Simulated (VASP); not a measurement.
Output of a VASP run:

### OSZICAR
```
...
 Linear response progress:
  Degree of freedom:   7/  8
       N       E                     dE             d eps       ncg     rms          rms(c)
RMM:   1    -0.544853618420E-01   -0.54485E-01    0.79302E-02  2382   0.122E+00
RMM:   2    -0.532220790807E-01    0.12633E-02   -0.52144E-03  1389   0.634E-01    0.151E-01
RMM:   3    -0.536651665207E-01   -0.44309E-03   -0.23453E-03  1703   0.241E-01    0.582E-02
RMM:   4    -0.536882038576E-01   -0.23037E-04   -0.40431E-04  1449   0.171E-01    0.519E-02
RMM:   5    -0.536953970572E-01   -0.71932E-05   -0.11826E-04  1478   0.821E-02    0.427E-02
RMM:   6    -0.537035547032E-01   -0.81576E-05   -0.81878E-05  1698   0.473E-02    0.135E-02
RMM:   7    -0.536981706927E-01    0.53840E-05   -0.82975E-06  1456   0.292E-02    0.667E-03
RMM:   8    -0.536977886999E-01    0.38199E-06   -0.49634E-06  1716   0.127E-02    0.745E-03
RMM:   9    -0.536983922415E-01   -0.60354E-06   -0.15881E-06  1459   0.775E-03    0.202E-03
RMM:  10    -0.536997644373E-01   -0.13722E-05   -0.52747E-07  1745   0.288E-03    0.157E-03
RMM:  11    -0.537005863939E-01   -0.82196E-06    0.18140E-07  1864   0.115E-03    0.513E-04
RMM:  12    -0.537011599286E-01   -0.57353E-06    0.13583E-07  1521   0.687E-04    0.558E-04
RMM:  13    -0.537015313496E-01   -0.37142E-06   -0.10834E-09  1828   0.325E-04    0.834E-05
RMM:  14    -0.537013964986E-01    0.13485E-06    0.51061E-09  1738   0.160E-04    0.205E-04
RMM:  15    -0.537015090788E-01   -0.11258E-06    0.70038E-09  1596   0.121E-04    0.949E-05
RMM:  16    -0.537014748339E-01    0.34245E-07   -0.29025E-08  1830   0.790E-05    0.724E-05
RMM:  17    -0.537014932888E-01   -0.18455E-07   -0.13120E-08  1990   0.569E-05    0.165E-05
RMM:  18    -0.537014922635E-01    0.10253E-08   -0.33887E-08  1869   0.494E-05    0.139E-05
 Linear response progress:
  Degree of freedom:   8/  8
       N       E                     dE             d eps       ncg     rms          rms(c)
RMM:   1    -0.552977245573E-01   -0.55298E-01    0.78781E-02  1577   0.121E+00
RMM:   2    -0.540234250813E-01    0.12743E-02   -0.45134E-03  1021   0.564E-01    0.133E-01
RMM:   3    -0.545092679364E-01   -0.48584E-03   -0.25518E-03  1123   0.269E-01    0.632E-02
RMM:   4    -0.545311649792E-01   -0.21897E-04   -0.33597E-04   996   0.151E-01    0.531E-02
RMM:   5    -0.545427822684E-01   -0.11617E-04   -0.12302E-04  1088   0.797E-02    0.452E-02
RMM:   6    -0.545478519562E-01   -0.50697E-05   -0.78976E-05  1261   0.356E-02    0.154E-02
RMM:   7    -0.545450673401E-01    0.27846E-05   -0.46619E-06  1248   0.108E-02    0.908E-03
RMM:   8    -0.545449652382E-01    0.10210E-06   -0.53188E-07  1137   0.561E-03    0.216E-03
RMM:   9    -0.545455467720E-01   -0.58153E-06   -0.33760E-07  1258   0.237E-03    0.129E-03
RMM:  10    -0.545456556399E-01   -0.10887E-06    0.14993E-07  1221   0.118E-03    0.554E-04
RMM:  11    -0.545459068809E-01   -0.25124E-06   -0.45481E-08  1255   0.534E-04    0.155E-04
RMM:  12    -0.545462182331E-01   -0.31135E-06   -0.78102E-09  1105   0.375E-04    0.246E-04
RMM:  13    -0.545463589395E-01   -0.14071E-06    0.15283E-08  1114   0.232E-04    0.115E-04
RMM:  14    -0.545462632246E-01    0.95715E-07    0.19024E-08  1392   0.120E-04    0.993E-05
RMM:  15    -0.545462627929E-01    0.43170E-09    0.37603E-08  1375   0.777E-05    0.949E-05
 Linear response finished
```

File OUTCAR:
```
------------------------ aborting loop because EDIFF is reached ----------------------------------------

 HEAD OF MICROSCOPIC STATIC DIELECTRIC TENSOR (INDEPENDENT PARTICLE, excluding Hartree and local field effects)
 ------------------------------------------------------
         176.430298     0.000000     0.000000
           0.000000   176.430298     0.000000
           0.000000     0.000000    95.767286
 ------------------------------------------------------

 MACROSCOPIC STATIC DIELECTRIC TENSOR (including local field effects in DFT)
 ------------------------------------------------------
         173.566433     0.000000     0.000000
           0.000000   173.566433     0.000000
           0.000000     0.000000    93.252621
 ------------------------------------------------------

 PIEZOELECTRIC TENSOR (including local field effects)  for field in x, y, z        (e  Angst)
          XX          YY          ZZ          XY          YZ          ZX
  --------------------------------------------------------------------------------
  x     0.00000     0.00000    -0.00000     0.00000    29.13426     0.00000
  y     0.00000     0.00000     0.00000     0.00000     0.00000    29.13366
  z     0.00000     0.00000     0.00000    15.72365     0.00000     0.00000

 PIEZOELECTRIC TENSOR (including local field effects)  for field in x, y, z        (C/m^2)
          XX          YY          ZZ          XY          YZ          ZX
  --------------------------------------------------------------------------------
  x     0.00000     0.00000    -0.00000     0.00000     2.19725     0.00000
  y     0.00000     0.00000     0.00000     0.00000     0.00000     2.19721
  z     0.00000     0.00000     0.00000     1.18585     0.00000     0.00000

 BORN EFFECTIVE CHARGES (including local field effects) (in |e|, cummulative output)
 ---------------------------------------------------------------------------------
 ion    1
    1     2.94402     0.00000     0.00000
    2     0.00000     2.94402     0.00000
    3     0.00000     0.00000     2.12898
 ion    2
    1     0.03467     0.00000     0.00000
    2    -0.00000     0.03467     0.00000
    3     0.00000     0.00000     0.15817
 ion    3
    1     3.25730    -0.72487     0.00000
    2     0.72487     3.25730     0.00000
    3     0.00000     0.00000     1.10990
 ion    4
    1     3.25730     0.72487     0.00000
    2    -0.72487     3.25730     0.00000
    3     0.00000     0.00000     1.10990
 ion    5
    1    -2.37332     2.86785    -0.21378
    2     2.86785    -2.37332     0.21378
    3    -0.03629     0.03629    -1.12674
 ion    6
    1    -2.37332    -2.86785    -0.21378
    2    -2.86785    -2.37332    -0.21378
    3    -0.03629    -0.03629    -1.12674
 ion    7
    1    -2.37332     2.86785     0.21378
    2     2.86785    -2.37332    -0.21378
    3     0.03629    -0.03629    -1.12674
 ion    8
    1    -2.37332    -2.86785     0.21378
    2    -2.86785    -2.37332     0.21378
    3     0.03629     0.03629    -1.12674

   1 f  =   10.185160 THz    63.995246 2PiTHz  339.740360 cm-1    42.122417 meV
             X         Y         Z           dx          dy          dz
      0.000000  0.000000  0.000000    -0.000000   -0.000000    0.131578
      0.000000  0.000000  5.946415    -0.000000   -0.000000    0.939363
      0.000000  2.988545  2.973208     0.000000   -0.000000   -0.032568
...
```
(Selected blocks of OUTCAR.)

POSCAR:
```
ZnCu2SiTe4
1
   -2.9885450000     2.9885450000     5.9464150000
    2.9885450000    -2.9885450000     5.9464150000
    2.9885450000     2.9885450000    -5.9464150000
Zn Si Cu Te
1 1 2 4
Direct
  0.0000000000   0.0000000000   0.0000000000
  0.5000000000   0.5000000000   0.0000000000
  0.7500000000   0.2500000000   0.5000000000
  0.2500000000   0.7500000000   0.5000000000
  0.3876700000   0.8714700000   0.0000000000
  0.1285300000   0.1285300000   0.5162000000
  0.8714700000   0.3876700000   0.0000000000
  0.6123300000   0.6123300000   0.4838000000
```

Reconstruct the remaining input files.

One answer among several that fit: the input of the run itself, LDA (Ceperley-Alder, Perdew-Zunger), plane waves, VASP's LDA PAW potentials (set 64).

File KPOINTS:
```
Automatic mesh
0
Gamma
3 3 3
0 0 0
```

INCAR:
```
! general
SYSTEM  =ZnCu2SiTe4
PREC    =Accurate
ENCUT   =300
LREAL   =.FALSE.
LASPH   =.TRUE.

! electronic loop
EDIFF   =1E-8
NELM    =100
ALGO    =Normal
LMAXMIX =4

! smearing
ISMEAR  =-1
SIGMA   =0.1

! ions
IBRION  =8
NSW     =1
ISIF    =2

! output
LWAVE   =.FALSE.
LCHARG  =.FALSE.

! other
LEPSILON=.TRUE.
```

POTCAR, in this order: Zn Si Cu Te (LDA.64 set). Program: vasp_std.

The dielectric response may not be converged in the k-mesh; for small gaps it tends to come out too large.

The structure comes from a computed database's ZnCu2SiTe4 entry (I-42m); how it stands against other phases isn't given here. The cell was not relaxed at this level. The k-mesh is coarse (spacing up to 0.50 per Å, 2π included), so the numbers may not be converged in it. The run is one of a series of settings (EDIFF = 1E-8, GGA removed, IBRION = 8, LEPSILON = .TRUE., NSW = 1, POTCAR Zn Si Cu Te (LDA.64 set) against the base run), some of them coarse on purpose.
